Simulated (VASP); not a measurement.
```
CELL_PARAMETERS angstrom
      0.00000     2.44817     2.44817
      2.44817     0.00000     2.44817
      2.44817     2.44817     0.00000
ATOMIC_POSITIONS crystal
  Y  0.00000 0.00000 0.00000
  N  0.50000 0.50000 0.50000
```

Calculation: r2SCAN meta-GGA, VASP's PBE PAW potentials (set 64) (plane waves; VASP). Run with 600 eV cut-off, 8×8×8 Γ-centred mesh, Gaussian smearing of 0.050 eV, potentials Y_sv N.

Energy and stress use the plane-wave basis of the starting cell.

Problem. The ions, cell shape and volume at an external pressure of 10.0 GPa are relaxed. Which structure does the run end with?

Solution. 
```
CELL_PARAMETERS angstrom
      0.00000     2.40583     2.40583
      2.40583     0.00000     2.40583
      2.40583     2.40583     0.00000
ATOMIC_POSITIONS crystal
  Y  0.00000 0.00000 0.00000
  N  0.50000 0.50000 0.50000
```
Space group Fm-3m (225), at a tolerance of 0.03 Å.

Problem. How do energy and volume change from the first to the last step?

Solution. The energy (σ→0) changes by +22.4 meV/atom and the volume by -5.1 %, in 4 ionic steps.

```tsv
step	E(σ→0) (eV)	max force (eV/Å)	pressure (GPa)	volume (Å³)
1	-33.4419	0.000	0.05	29.35
2	-33.1284	0.000	30.39	25.64
3	-33.3991	0.000	9.74	27.88
4	-33.3971	0.000	9.98	27.85
```

The compound is YN in the rock salt structure. This run relaxes it under an external pressure of 10 GPa. Symmetry was kept, so distortions that lower it aren't found.
